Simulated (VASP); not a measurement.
Output of a VASP run:

**OUTCAR**
```
 ion  position               nearest neighbor table
   1  0.000  0.000  0.000-   4 2.15   4 2.15   4 2.15   3 2.15   3 2.15   3 2.15   2 3.04   2 3.04
                             2 3.04   2 3.04   2 3.04   2 3.04
   2  0.500  0.500  0.500-   3 2.15   3 2.15   3 2.15   4 2.15   4 2.15   4 2.15   1 3.04   1 3.04
                             1 3.04   1 3.04   1 3.04   1 3.04
   3  0.250  0.250  0.250-   1 2.15   1 2.15   1 2.15   2 2.15   2 2.15   2 2.15
   4  0.750  0.750  0.750-   2 2.15   2 2.15   2 2.15   1 2.15   1 2.15   1 2.15
  LATTYP: Found a trigonal (rhomboedric) cell.
 ALAT       =     5.2585988727
 COS(alpha) =     0.8333333333
 Subroutine PRICEL returns following result:
  LATTYP: Found a face centered cubic cell.
 ALAT       =     4.2936280000
 Subroutine GETGRP returns: Found 12 space group operations
The static configuration has the point symmetry D_3d.
The dynamic configuration has the point symmetry D_3d.
The overall configuration has the point symmetry D_3d.
 Subroutine INISYM returns: Found 12 space group operations
 Subroutine IBZKPT returns following result:
 Found      1 irreducible k-points:

 Following reciprocal coordinates:
            Coordinates               Weight
  0.000000  0.000000  0.000000      1.000000
   k-points           NKPTS =      1   k-points in BZ     NKDIM =      1   number of bands    NBANDS=     18
   number of dos      NEDOS =    301   number of ions     NIONS =      4
   total plane-waves  NPLWV =  21952
   dimension x,y,z NGX =    28 NGY =   28 NGZ =   28
   dimension x,y,z NGXF=    56 NGYF=   56 NGZF=   56
   ions per type =               2   2
   PREC   = accura    normal or accurate (medium, high low for compatibility)
   ISTART =      0    job   : 0-new  1-cont  2-samecut
   ICHARG =      2    charge: 1-file 2-atom 10-const
   ISPIN  =      2    spin polarized calculation?
   LNONCOLLINEAR =      F non collinear calculations
   LSORBIT =      F    spin-orbit coupling
   INIWAV =      1    electr: 0-lowe 1-rand  2-diag
   ENCUT  =  240.0 eV  17.64 Ry    4.20 a.u.   6.64  6.64  6.64*2*pi/ulx,y,z
   NELM   =    100;   NELMIN=  2; NELMDL= -5     # of ELM steps
   EDIFF  = 0.1E-05   stopping-criterion for ELM
   LREAL  =      F    real-space projection
   NLSPLINE    = F    spline interpolate recip. space projectors
   LMAXMIX     =    4 max onsite mixed and CHGCAR
   VOSKOWN=      0    Vosko Wilk Nusair interpolation
   EDIFFG = 0.1E-04   stopping-criterion for IOM
   NSW    =      0    number of steps for IOM
   NBLOCK =      1;   KBLOCK =      1    inner block; outer block
   IBRION =     -1    ionic relax: 0-MD 1-quasi-New 2-CG
   NFREE  =      0    steps in history (QN), initial steepest desc. (CG)
   ISIF   =      2    stress and relaxation
   ISYM   =      2    0-nonsym 1-usesym 2-fastsym
   TEIN   =    0.0    initial temperature
   TEBEG  =    0.0;   TEEND  =   0.0 temperature during run
   SMASS  =  -3.00    Nose mass-parameter (am)
   PSTRESS=    0.0 pullay stress
   NELECT =      28.0000    total number of electrons
   EFERMI =   0.00;   METHOD = LEGACY
   ISMEAR =     0;   SIGMA  =   0.02  broadening in eV -4-tet -1-fermi 0-gaus
   IALGO  =     38    algorithm
   LDIAG  =      T    sub-space diagonalisation (order eigenvalues)
   IMIX   =      4    mixing-type and parameters
     AMIX     =   0.40;   BMIX     =  1.00
     AMIX_MAG =   1.60;   BMIX_MAG =  1.00
     AMIN     =   0.10
 LDA+U is selected, type is set to LDAUTYPE =  2
   angular momentum for each species LDAUL =     2   -1
   U (eV)           for each species LDAUU =   5.3  0.0
   J (eV)           for each species LDAUJ =   0.0  0.0
   GGA     = RE    functional components
   VOSKOWN =     0    Vosko Wilk Nusair interpolation
   LHFCALC =     F    Hartree Fock is set to
   LHFONE  =     F    Hartree Fock one center treatment
   AEXX    =    0.0000 exact exchange contribution
   IVDW    =     0    specifies the selected vdW correction
   LEPSILON=     F    determine dielectric tensor
   LRPA    =     F    only Hartree local field effects (RPA)
  energy-cutoff  :      240.00
  volume of cell :       39.58
      direct lattice vectors                 reciprocal lattice vectors
     4.293628000  2.146814000  2.146814000     0.349354905 -0.116451635 -0.116451635
...
```

**OSZICAR**
```
       N       E                     dE             d eps       ncg     rms          rms(c)
DAV:   1     0.176300025845E+03    0.17630E+03   -0.93457E+03    72   0.973E+02
DAV:   2     0.629674575655E+01   -0.17000E+03   -0.16183E+03    72   0.301E+02
DAV:   3    -0.270611637239E+02   -0.33358E+02   -0.32817E+02   116   0.110E+02
DAV:   4    -0.278270659562E+02   -0.76590E+00   -0.76515E+00    88   0.215E+01
DAV:   5    -0.278445306843E+02   -0.17465E-01   -0.17464E-01   104   0.271E+00    0.294E+01
DAV:   6    -0.182823579642E+02    0.95622E+01   -0.99506E+01   120   0.123E+02    0.349E+01
DAV:   7    -0.198361433181E+02   -0.15538E+01   -0.99882E+00   104   0.533E+01    0.150E+01
DAV:   8    -0.199676244222E+02   -0.13148E+00   -0.29160E+00   108   0.197E+01    0.881E+00
DAV:   9    -0.205323764499E+02   -0.56475E+00   -0.12354E+00    74   0.142E+01    0.355E+00
DAV:  10    -0.206979576610E+02   -0.16558E+00   -0.57885E-01   104   0.877E+00    0.205E+00
DAV:  11    -0.206962463195E+02    0.17113E-02   -0.41243E-02    72   0.220E+00    0.644E-01
DAV:  12    -0.206972328753E+02   -0.98656E-03   -0.75951E-03   104   0.616E-01    0.315E-01
DAV:  13    -0.207004553441E+02   -0.32225E-02   -0.25967E-03    78   0.579E-01    0.115E-01
DAV:  14    -0.207008338727E+02   -0.37853E-03   -0.74434E-04    72   0.313E-01    0.940E-02
DAV:  15    -0.207009474397E+02   -0.11357E-03   -0.18167E-04    80   0.124E-01    0.164E-02
DAV:  16    -0.207009543072E+02   -0.68675E-05   -0.77703E-06    72   0.332E-02    0.911E-03
DAV:  17    -0.207009581787E+02   -0.38715E-05   -0.52892E-06    96   0.207E-02    0.395E-03
DAV:  18    -0.207009589171E+02   -0.73834E-06   -0.90708E-07    56   0.114E-02
   1 F= -.20700959E+02 E0= -.20700959E+02  d E =-.494389E-17  mag=     0.0000
```

### OUTCAR
```
------------------------ aborting loop because EDIFF is reached ----------------------------------------
  FORCE on cell =-STRESS in cart. coord.  units (eV):
  Direction    XX          YY          ZZ          XY          YZ          ZX
  --------------------------------------------------------------------------------------
  Total      -21.8064516    -21.8064516    -21.8064516      2.4060768      2.4060768      2.4060768
  in kB     -882.7796988   -882.7796988   -882.7796988     97.4040054     97.4040054     97.4040054
  external PRESSURE =    -882.7796988 kB  Pullay stress =       0.0000000 kB
  volume of cell :       39.58
      direct lattice vectors                 reciprocal lattice vectors
     4.293628000  2.146814000  2.146814000     0.349354905 -0.116451635 -0.116451635
     2.146814000  4.293628000  2.146814000    -0.116451635  0.349354905 -0.116451635
     2.146814000  2.146814000  4.293628000    -0.116451635 -0.116451635  0.349354905
 POSITION                                       TOTAL-FORCE (eV/Angst)
 -----------------------------------------------------------------------------------
      0.00000      0.00000      0.00000        -0.000000     -0.000000      0.000000
      4.29363      4.29363      4.29363        -0.000000      0.000000      0.000000
      2.14681      2.14681      2.14681         0.000000      0.000000     -0.000000
      6.44044      6.44044      6.44044        -0.000000     -0.000000     -0.000000
 -----------------------------------------------------------------------------------
    total drift:                                0.000000      0.000000      0.000000
  FREE ENERGIE OF THE ION-ELECTRON SYSTEM (eV)
  ---------------------------------------------------
  free  energy   TOTEN  =       -20.7009589171 eV

  energy  without entropy=      -20.7009589171  energy(sigma->0) =      -20.70095892

 total charge

# of ion       s       p       d       tot
------------------------------------------
    1        0.321   0.156   6.364   6.841
    2        0.321   0.156   6.364   6.841
    3        1.621   3.850   0.000   5.471
    4        1.621   3.850   0.000   5.471
--------------------------------------------------
tot          3.884   8.012  12.727  24.624

 magnetization (x)

# of ion       s       p       d       tot
------------------------------------------
    1        0.035   0.009   3.370   3.414
    2       -0.035  -0.009  -3.370  -3.414
    3        0.000   0.000   0.000   0.000
    4        0.000   0.000   0.000   0.000
--------------------------------------------------
tot          0.000   0.000   0.000   0.000
```
(Selected blocks of OUTCAR.)

File POSCAR:
```
FeO
1
    4.2936280000     2.1468140000     2.1468140000
    2.1468140000     4.2936280000     2.1468140000
    2.1468140000     2.1468140000     4.2936280000
Fe O
2 2
Direct
  0.0000000000   0.0000000000   0.0000000000
  0.5000000000   0.5000000000   0.5000000000
  0.2500000000   0.2500000000   0.2500000000
  0.7500000000   0.7500000000   0.7500000000
```

Question: Reconstruct the remaining input files.

Answer: This is not unique; one that fits is the input of the run itself, revPBE GGA + U (Dudarev), plane waves, VASP's PBE PAW potentials (set 64).

File KPOINTS:
```
kpoints
0
Gamma
1 1 1
```

**INCAR**
```
LMAXMIX  =  4   # l cut-off of mixed one-centre charges
LDAUL  =  2 -1
LORBIT  =  11   # lm-projected
LREAL  =  .FALSE.   # projection in real space or not
LWAVE  =  .FALSE.
GGA  =  RE   # revPBE
SIGMA  =  0.02
ISIF  =  2
LCHARG  =  .FALSE.
PREC  =  Accurate
LDAUJ  =  0 0
LDAUU  =  5.3 0
ALGO  =  Normal   # blocked Davidson
LDAUTYPE  =  2   # Dudarev
ISPIN  =  2
LDAU  =  .TRUE.
LASPH  =  .TRUE.   # aspherical one-centre terms
NELM  =  100
ISMEAR  =  0   # Gaussian
ENCUT  =  240   # plane-wave cut-off (eV)
SYSTEM  =  FeO
EDIFF  =  1E-6   # SCF stop (eV)
MAGMOM  =  4.0 -4.0 2*0.0
```

POTCAR, in this order: Fe O (PBE.64 set). Program: vasp_std.

At this cut-off the stress carries a Pulay error, which pulls relaxed volumes low.

The structure is a typed FeO crystal. The cell was not relaxed at this level. The k-mesh is coarse (spacing up to 2.43 per Å, 2π included), so the numbers may not be converged in it. The run is one of a series of settings (ENCUT = 240, KPOINTS 1×1×1 Γ-centred mesh against the base run), some of them coarse on purpose.
